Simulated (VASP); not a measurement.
# BaAg2As2 (e600) (I4/mmm) in VASP: a series of runs

The runs below take BaAg2As2 (e600) through single point, with PBE.

All numbers are computed with VASP 6.6.1; they aren't measurements. Logs are shortened: lines on timing, memory, paths and dates and some standing lists are left out, and cuts for length are marked.

## Step 1: The structure

It takes space group I4/mmm (No. 139, tetragonal). Conventional cell: a = 4.603 Å, b = 4.603 Å, c = 10.867 Å, α = 90.00°, β = 90.00°, γ = 90.00°. Around Ba (site symmetry 4/mmm) lie 8 As at 3.49 Å and 8 Ag at 3.56 Å. Ag (site symmetry -4m2) is surrounded by 4 As at 2.72 Å. As (site symmetry 4mm) is surrounded by 1 As at 2.52 Å and 4 Ag at 2.72 Å.

## Step 2: Single point, PBE

Input file INCAR:

```
ALGO = Normal ; EDIFF = 1E-6
ENCUT = 520 ; GGA = PE
ISIF = 2 ; ISMEAR = 0
LASPH = True ; LCHARG = False
LREAL = False ; LWAVE = False
NBANDS = 29 ; NELM = 100
PREC = Accurate ; SIGMA = 0.1
```

Input file KPOINTS:

```
k-points
0
Gamma
  6 6 6
```

Input file POSCAR:

```
BaAg2As2
1.0
   -2.3012500000      2.3012500000      5.4336000000
    2.3012500000     -2.3012500000      5.4336000000
    2.3012500000      2.3012500000     -5.4336000000
Ba Ag As
1 2 2
Direct
    0.0000000000      0.0000000000      0.0000000000
    0.7500000000      0.2500000000      0.5000000000
    0.2500000000      0.7500000000      0.5000000000
    0.3842000000      0.3842000000      0.0000000000
    0.6158000000      0.6158000000      0.0000000000
```

Potentials or basis: VASP PAW PBE potentials, release 64 (Ba_sv, Ag, As).

On the command line:

```console
$ cat potpaw_PBE.64/Ba_sv/POTCAR potpaw_PBE.64/Ag/POTCAR potpaw_PBE.64/As/POTCAR > POTCAR
$ mpirun -np 1 vasp_std > vasp.out
```

OUTCAR:

```text
EDIFF = 1E-6
   ENCUT = 520
   GGA = PE
   ISIF = 2
   ISMEAR = 0
   LASPH = True
   LREAL = False
   NELM = 100
   PREC = Accurate

 ion  position               nearest neighbor table
   1  0.000  0.000  0.000-   5 3.49   5 3.49   5 3.49   4 3.49   5 3.49   4 3.49   4 3.49   4 3.49
                             2 3.56   3 3.56   2 3.56   3 3.56   2 3.56   2 3.56   3 3.56   3 3.56
   2  0.750  0.250  0.500-   4 2.72   5 2.72   4 2.72   5 2.72   3 3.25   3 3.25   3 3.25   3 3.25
                             1 3.56   1 3.56   1 3.56   1 3.56
   3  0.250  0.750  0.500-   4 2.72   5 2.72   4 2.72   5 2.72   2 3.25   2 3.25   2 3.25   2 3.25
                             1 3.56   1 3.56   1 3.56   1 3.56
   4  0.384  0.384  0.000-   5 2.52   3 2.72   2 2.72   3 2.72   2 2.72   1 3.49   1 3.49   1 3.49
                             1 3.49
   5  0.616  0.616  0.000-   4 2.52   2 2.72   3 2.72   2 2.72   3 2.72   1 3.49   1 3.49   1 3.49
                             1 3.49

  LATTYP: Found a body centered tetragonal cell.
 ALAT       =     4.6025000000
 C/A-ratio  =     2.3611515481

  Lattice vectors:

 A1 = (  -2.3012500000,   2.3012500000,   5.4336000000)
 A2 = (   2.3012500000,  -2.3012500000,   5.4336000000)
 A3 = (   2.3012500000,   2.3012500000,  -5.4336000000)

Analysis of symmetry for initial positions (statically):
=====================================================================
 Subroutine PRICEL returns:
 Original cell was already a primitive cell.

 Routine SETGRP: Setting up the symmetry group for a
 body centered tetragonal supercell.

 Subroutine GETGRP returns: Found 16 space group operations
 (whereof 16 operations were pure point group operations)
 out of a pool of 16 trial point group operations.

The static configuration has the point symmetry D_4h.

Analysis of symmetry for dynamics (positions and initial velocities):
=====================================================================
 Subroutine PRICEL returns:
 Original cell was already a primitive cell.

 Routine SETGRP: Setting up the symmetry group for a
 body centered tetragonal supercell.

 Subroutine GETGRP returns: Found 16 space group operations
 (whereof 16 operations were pure point group operations)
 out of a pool of 16 trial point group operations.

The dynamic configuration has the point symmetry D_4h.

 Subroutine INISYM returns: Found 16 space group operations
 (whereof 16 operations are pure point group operations),
 and found     1 'primitive' translations

----------------------------------------------------------------------------------------

                                     Primitive cell

  volume of cell :     115.1000

  direct lattice vectors                    reciprocal lattice vectors
    -2.301250000  2.301250000  5.433600000     0.000000000  0.217273221  0.092020024
     2.301250000 -2.301250000  5.433600000     0.217273221  0.000000000  0.092020024
     2.301250000  2.301250000 -5.433600000     0.217273221  0.217273221  0.000000000

  length of vectors
     6.333680769  6.333680769  6.333680769     0.235956219  0.235956219  0.307270736

  position of ions in fractional coordinates (direct lattice)
     0.000000000  0.000000000  0.000000000
     0.750000000  0.250000000  0.500000000
     0.250000000  0.750000000  0.500000000
     0.384200000  0.384200000  0.000000000
     0.615800000  0.615800000  0.000000000

  ion indices of the primitive-cell ions
   primitive index   ion index
                 1           1
                 2           2
                 3           3
                 4           4
                 5           5

----------------------------------------------------------------------------------------

 KPOINTS: k-points

Automatic generation of k-mesh.
 Grid dimensions read from file:
 generate k-points for:    6    6    6

 Generating k-lattice:

  Cartesian coordinates                     Fractional coordinates (reciprocal lattice)
     0.000000000  0.036212204  0.015336671     0.166666667  0.000000000 -0.000000000
     0.036212204  0.000000000  0.015336671     0.000000000  0.166666667 -0.000000000
     0.036212204  0.036212204  0.000000000     0.000000000  0.000000000  0.166666667

  Length of vectors
     0.039326037  0.039326037  0.051211789

  Shift w.r.t. Gamma in fractional coordinates (k-lattice)
     0.000000000  0.000000000  0.000000000

 Subroutine IBZKPT returns following result:
 ===========================================

 Found     30 irreducible k-points:

 Following reciprocal coordinates:
            Coordinates               Weight
  0.000000  0.000000  0.000000      1.000000
  0.166667 -0.000000  0.000000      8.000000
  0.333333  0.000000 -0.000000      8.000000
  0.500000  0.000000 -0.000000      4.000000
  0.166667  0.166667  0.000000      8.000000
  0.333333  0.166667 -0.000000     16.000000
[... 16 lines left out ...]
 -0.333333 -0.333333  0.166667      8.000000
 -0.166667 -0.333333  0.166667      8.000000
 [... further k-points ...]
   k-points           NKPTS =     30   k-points in BZ     NKDIM =     30   number of bands    NBANDS=     29
   number of dos      NEDOS =    301   number of ions     NIONS =      5
   total plane-waves  NPLWV = 110592
   dimension x,y,z NGX =    48 NGY =   48 NGZ =   48
   dimension x,y,z NGXF=    96 NGYF=   96 NGZF=   96
   ions per type =               1   2   2
   NGX,Y,Z   is equivalent  to a cutoff of  12.60, 12.60, 12.60 a.u.
   NGXF,Y,Z  is equivalent  to a cutoff of  25.20, 25.20, 25.20 a.u.
 SYSTEM =  unknown system
   PREC   = accura    normal or accurate (medium, high low for compatibility)
   ISTART =      0    job   : 0-new  1-cont  2-samecut
   ICHARG =      2    charge: 1-file 2-atom 10-const
   ISPIN  =      1    spin polarized calculation?
   LNONCOLLINEAR =      F non collinear calculations
   LSORBIT =      F    spin-orbit coupling
   LASPH  =      T    aspherical Exc in radial PAW
   ENCUT  =  520.0 eV  38.22 Ry    6.18 a.u.  11.78 11.78 11.78*2*pi/ulx,y,z
   NELM   =    100;   NELMIN=  2; NELMDL= -5     # of ELM steps
   EDIFF  = 0.1E-05   stopping-criterion for ELM
   LREAL  =      F    real-space projection
   EDIFFG = 0.1E-04   stopping-criterion for IOM
   NSW    =      0    number of steps for IOM
   IBRION =     -1    ionic relax: 0-MD 1-quasi-New 2-CG
   NFREE  =      0    steps in history (QN), initial steepest desc. (CG)
   ISIF   =      2    stress and relaxation
   ISYM   =      2    0-nonsym 1-usesym 2-fastsym
   POTIM  = 0.5000    time-step for ionic-motion
   TEBEG  =    0.0;   TEEND  =   0.0 temperature during run
   PSTRESS=    0.0 pullay stress
   NELECT =      42.0000    total number of electrons
   NUPDOWN=      -1.0000    fix difference up-down
   EMIN   =  10.00;   EMAX   =-10.00  energy-range for DOS
   EFERMI =   0.00;   METHOD = LEGACY
   ISMEAR =     0;   SIGMA  =   0.10  broadening in eV -4-tet -1-fermi 0-gaus
   EFERMI_NEDOS =   21; number of points for ismear=-14 and -15
   IALGO  =     38    algorithm
   IMIX   =      4    mixing-type and parameters
     AMIX     =   0.40;   BMIX     =  1.00
     AMIX_MAG =   1.60;   BMIX_MAG =  1.00
  volume/ion in A,a.u.               =      23.02       155.35
  Fermi-wavevector in a.u.,A,eV,Ry     =   1.169857  2.210709 18.620468  1.368566
  Thomas-Fermi vector in A             =   2.306324
   LORBIT       =      0    0 simple, 1 ext, 2 COOP (PROOUT), +10 PAW based schemes
   GGA     = PE    functional components
   LHFCALC =     F    Hartree Fock is set to
   AEXX    =    0.0000 exact exchange contribution
   IVDW    =     0    specifies the selected vdW correction
   LEPSILON=     F    determine dielectric tensor
   LRPA    =     F    only Hartree local field effects (RPA)
 non-spin polarized calculation
 Gauss-broadening in eV      SIGMA  =   0.10
  energy-cutoff  :      520.00
  volume of cell :      115.10
 maximum number of plane-waves:      3132
   NGX = 23   NGY = 23   NGZ = 23

 number of electron      41.9999999 magnetization

 Free energy of the ion-electron system (eV)
  ---------------------------------------------------
  ext. energy  EPLUGINS =         0.00000000
  ---------------------------------------------------
  free energy    TOTEN  =       -19.06629004 eV

  energy without entropy =      -19.05779725  energy(sigma->0) =      -19.06204364

 E-fermi :   5.9064     XC(G=0): -10.3612

 val. band max:        5.8711296827   @ k =   0.0000   0.0000   0.0000
 cond. band min:       5.9217042918   @ k =  -0.1667   0.5000   0.1667
 fundamental gap:      0.0505746090
 Fermi energy:         5.9063702570

 k-point     1 :       0.0000    0.0000    0.0000
  band No.  band energies     occupation
      1     -22.1868      2.00000
      2      -7.5667      2.00000
      3      -7.4181      2.00000
      4      -7.4181      2.00000
      5      -6.6792      2.00000
      6      -4.2253      2.00000
[... 21 lines left out ...]
     28      10.8173      0.00000
     29      11.1650      0.00000

 k-point     2 :       0.1667   -0.0000    0.0000
  band No.  band energies     occupation
      1     -22.1835      2.00000
      2      -7.6856      2.00000
      3      -7.5561      2.00000
      4      -7.4054      2.00000
      5      -6.3393      2.00000
      6      -4.2837      2.00000
[... 21 lines left out ...]
     28      10.0649      0.00000
     29      10.4976      0.00000

 k-point     3 :       0.3333    0.0000   -0.0000
  band No.  band energies     occupation
      1     -22.1769      2.00000
      2      -7.9872      2.00000
      3      -7.5413      2.00000
      4      -7.3798      2.00000
      5      -5.8675      2.00000
      6      -4.4199      2.00000
[... 21 lines left out ...]
     28      10.7303      0.00000
     29      11.2187      0.00000

 k-point     4 :       0.5000    0.0000   -0.0000
  band No.  band energies     occupation
      1     -22.1736      2.00000
      2      -8.0997      2.00000
      3      -7.5302      2.00000
      4      -7.3669      2.00000
      5      -5.6603      2.00000
      6      -4.5021      2.00000
[... 597 lines left out ...]
     28       9.9243      0.00000
     29      11.4883      0.00000

 k-point    23 :      -0.3333   -0.3333    0.1667
  band No.  band energies     occupation
      1     -22.1797      2.00000
      2      -7.7262      2.00000
      3      -7.6059      2.00000
      4      -7.4753      2.00000
      5      -6.0436      2.00000
      6      -4.5359      2.00000
[... 21 lines left out ...]
     28       9.9227      0.00000
     29      10.0215      0.00000

 k-point    24 :      -0.1667   -0.3333    0.1667
  band No.  band energies     occupation
      1     -22.1830      2.00000
      2      -7.7033      2.00000
      3      -7.5856      2.00000
      4      -7.4037      2.00000
      5      -6.2242      2.00000
      6      -4.4642      2.00000
[... 21 lines left out ...]
     28       9.8126      0.00000
     29       9.9279      0.00000

 [... further k-points ...]
[... 5 lines left out ...]
  --------------------------------------------------------------------------------------
  -------------------------------------------------------------------------------------
  Total        1.5687794      1.5687794      3.1983035      0.0000000      0.0000000      0.0000000
  in kB       21.8372126     21.8372126     44.5199833      0.0000000      0.0000000      0.0000000
  external PRESSURE =      29.3981362 kB  Pullay stress =       0.0000000 kB

 VOLUME and BASIS-vectors are now :
 -----------------------------------------------------------------------------
  energy-cutoff  :      520.00
  volume of cell :      115.10
      direct lattice vectors                 reciprocal lattice vectors
    -2.301250000  2.301250000  5.433600000     0.000000000  0.217273221  0.092020024
     2.301250000 -2.301250000  5.433600000     0.217273221  0.000000000  0.092020024
     2.301250000  2.301250000 -5.433600000     0.217273221  0.217273221  0.000000000

 POSITION                                       TOTAL-FORCE (eV/Angst)
 -----------------------------------------------------------------------------------
      0.00000      0.00000      0.00000        -0.000000     -0.000000      0.000000
     -0.00000      2.30125      2.71680        -0.000000     -0.000000      0.000000
      2.30125     -0.00000      2.71680        -0.000000     -0.000000      0.000000
      0.00000      0.00000      4.17518         0.000000      0.000000     -0.264008
      0.00000      0.00000      6.69202        -0.000000     -0.000000      0.264008
 -----------------------------------------------------------------------------------
    total drift:                                0.000000     -0.000000      0.000000

  FREE ENERGIE OF THE ION-ELECTRON SYSTEM (eV)
  ---------------------------------------------------
  free  energy   TOTEN  =       -19.0662900409 eV

  energy  without entropy=      -19.0577972482  energy(sigma->0) =      -19.06204364
```

It took 90 s on 1 thread of Intel Xeon Platinum 8375C at 2.90GHz (Ice Lake), shared host; peak memory 0.38 GiB.

Results:

```yaml
Free_energy: -19.0663 eV
Pressure: 2.9 GPa
Largest_force: 0.264 eV/Å
Band_gap_on_the_k_mesh: none (metal or under the smearing width)
```

Forces on the atoms (eV/Å):
```
Ba   0.000  0.000  0.000
Ag   0.000  0.000  0.000
Ag   0.000  0.000  0.000
As   0.000  0.000 -0.264
As   0.000  0.000  0.264
```

Levels at points of the mesh, in eV from the Fermi level:
```tsv
k point	band 17	band 18	band 19	band 20	band 21	band 22	band 23	band 24	band 25	band 26
(0.00, 0.00, 0.00)	-3.97	-2.22	-2.22	-1.00	-1.00	-0.04	1.19	1.94	2.89	3.17
(0.50, 0.00, 0.00)	-4.39	-3.79	-2.16	-1.16	-0.15	-0.12	1.42	2.43	2.53	3.69
(0.50, 0.50, 0.00)	-4.04	-3.14	-3.01	-2.53	-2.15	0.33	2.62	2.73	4.21	4.57
(0.50, 0.50, 0.50)	-2.49	-2.49	-1.72	-0.91	-0.16	0.65	0.65	1.22	3.00	3.05
```

## Step 3: Single point, PBE

This run uses another cell than the first one, of 23.97 Å³/atom, 1.041 times its volume.

Input file INCAR:

```
ALGO     = Fast           # electronic algorithm
EDIFF    = 1E-7           # SCF threshold, eV
ENCUT    = 520            # plane-wave cutoff, eV
GGA      = PE             # functional
ISIF     = 2              # what is computed and relaxed
ISMEAR   = 0              # smearing method
LASPH    = T              # aspherical terms in the spheres
LCHARG   = F              # write CHGCAR
LREAL    = F              # projectors in reciprocal space
LWAVE    = F              # write WAVECAR
NBANDS   = 29             # bands
NELM     = 100            # most SCF steps
PREC     = Accurate       # precision mode
SIGMA    = 0.1            # smearing width, eV
```

Input file KPOINTS:

```
k-points
0
Gamma
  12 12 12
```

Input file POSCAR:

```
BaAg2As2
1.0
   -2.2919736837      2.2919736837      5.7045671745
    2.2919736837     -2.2919736837      5.7045671745
    2.2919736837      2.2919736837     -5.7045671745
Ba Ag As
1 2 2
Direct
    0.0000000000      0.0000000000      0.0000000000
    0.7500000000      0.2500000000      0.5000000000
    0.2500000000      0.7500000000      0.5000000000
    0.3842082196      0.3842082196      0.0000000000
    0.6157917804      0.6157917804      0.0000000000
```

Potentials or basis: VASP PAW PBE potentials, release 64 (Ba_sv, Ag, As).

On the command line:

```console
$ cat potpaw_PBE.64/Ba_sv/POTCAR potpaw_PBE.64/Ag/POTCAR potpaw_PBE.64/As/POTCAR > POTCAR
$ mpirun -np 1 vasp_std > vasp.out
```

OUTCAR:

```text
EDIFF = 1E-7
   ENCUT = 520
   GGA = PE
   ISIF = 2
   ISMEAR = 0
   LASPH = T
   LREAL = F
   NELM = 100
   PREC = Accurate

 ion  position               nearest neighbor table
   1  0.000  0.000  0.000-   5 3.50   5 3.50   5 3.50   4 3.50   5 3.50   4 3.50   4 3.50   4 3.50
                             2 3.66   3 3.66   2 3.66   3 3.66   2 3.66   2 3.66   3 3.66   3 3.66
   2  0.750  0.250  0.500-   4 2.76   5 2.76   4 2.76   5 2.76   3 3.24   3 3.24   3 3.24   3 3.24
                             1 3.66   1 3.66   1 3.66   1 3.66
[... 982 lines left out ...]
  -------------------------------------------------------------------------------------
  Total        0.2543412      0.2543412      0.2546313      0.0000000      0.0000000      0.0000000
  in kB        3.3995806      3.3995806      3.4034577      0.0000000      0.0000000      0.0000000
  external PRESSURE =       3.4008729 kB  Pullay stress =       0.0000000 kB

 VOLUME and BASIS-vectors are now :
 -----------------------------------------------------------------------------
  energy-cutoff  :      520.00
  volume of cell :      119.87
      direct lattice vectors                 reciprocal lattice vectors
    -2.291973684  2.291973684  5.704567175     0.000000000  0.218152592  0.087649069
     2.291973684 -2.291973684  5.704567175     0.218152592  0.000000000  0.087649069
     2.291973684  2.291973684 -5.704567175     0.218152592  0.218152592  0.000000000

 POSITION                                       TOTAL-FORCE (eV/Angst)
 -----------------------------------------------------------------------------------
      0.00000      0.00000      0.00000        -0.000000     -0.000000      0.000000
      0.00000      2.29197      2.85228        -0.000000     -0.000000      0.000000
      2.29197      0.00000      2.85228        -0.000000     -0.000000      0.000000
      0.00000      0.00000      4.38348         0.000000      0.000000     -0.031002
      0.00000      0.00000      7.02565         0.000000      0.000000      0.031002
 -----------------------------------------------------------------------------------
    total drift:                               -0.000000      0.000000      0.000000

  FREE ENERGIE OF THE ION-ELECTRON SYSTEM (eV)
  ---------------------------------------------------
  free  energy   TOTEN  =       -19.1383757594 eV

  energy  without entropy=      -19.1276831511  energy(sigma->0) =      -19.13302946
```

OSZICAR:

```text
N       E                     dE             d eps       ncg     rms          rms(c)
DAV:   1     0.243805872645E+03    0.24381E+03   -0.19442E+04  9454   0.132E+03
DAV:   2    -0.631475682187E+01   -0.25012E+03   -0.24060E+03 10526   0.265E+02
DAV:   3    -0.201370813024E+02   -0.13822E+02   -0.13656E+02 11987   0.588E+01
DAV:   4    -0.204270146642E+02   -0.28993E+00   -0.28942E+00 12652   0.762E+00
DAV:   5    -0.204310872425E+02   -0.40726E-02   -0.40721E-02 11926   0.798E-01    0.851E+00
RMM:   6    -0.191954806831E+02    0.12356E+01   -0.68444E+00  9523   0.125E+01    0.747E+00
RMM:   7    -0.191491815378E+02    0.46299E-01   -0.50093E-01 10720   0.346E+00    0.366E+00
RMM:   8    -0.191368352921E+02    0.12346E-01   -0.79397E-02 11504   0.156E+00    0.671E-01
RMM:   9    -0.191378622645E+02   -0.10270E-02   -0.19569E-02 12590   0.691E-01    0.115E-01
RMM:  10    -0.191382322959E+02   -0.37003E-03   -0.32623E-03 13608   0.234E-01    0.402E-02
RMM:  11    -0.191383442058E+02   -0.11191E-03   -0.78742E-04 14585   0.117E-01    0.243E-02
RMM:  12    -0.191383689037E+02   -0.24698E-04   -0.18642E-04 14182   0.668E-02    0.137E-02
RMM:  13    -0.191383731680E+02   -0.42642E-05   -0.75008E-05 15334   0.364E-02    0.562E-03
RMM:  14    -0.191383749758E+02   -0.18079E-05   -0.19487E-05 15826   0.164E-02    0.240E-03
RMM:  15    -0.191383754940E+02   -0.51816E-06   -0.58387E-06 15515   0.838E-03    0.176E-03
RMM:  16    -0.191383758582E+02   -0.36419E-06   -0.15988E-06 12783   0.632E-03    0.234E-03
RMM:  17    -0.191383757333E+02    0.12487E-06   -0.67143E-07 12432   0.353E-03    0.380E-04
RMM:  18    -0.191383757594E+02   -0.26082E-07   -0.23158E-07  8045   0.158E-03
   1 F= -.19138376E+02 E0= -.19133029E+02  d E =-.106926E-01
```

Wall time 16 min (1 thread of AMD EPYC 9R45 (Zen 5), shared host); peak memory 0.74 GiB.

Results:

```yaml
Free_energy: -19.1384 eV
Pressure: 0.3 GPa
Largest_force: 0.031 eV/Å
Band_gap_on_the_k_mesh: none (metal or under the smearing width)
```

Forces in eV/Å, atoms in the order of the input:
```
Ba   0.000  0.000  0.000
Ag   0.000  0.000  0.000
Ag   0.000  0.000  0.000
As   0.000  0.000 -0.031
As   0.000  0.000  0.031
```
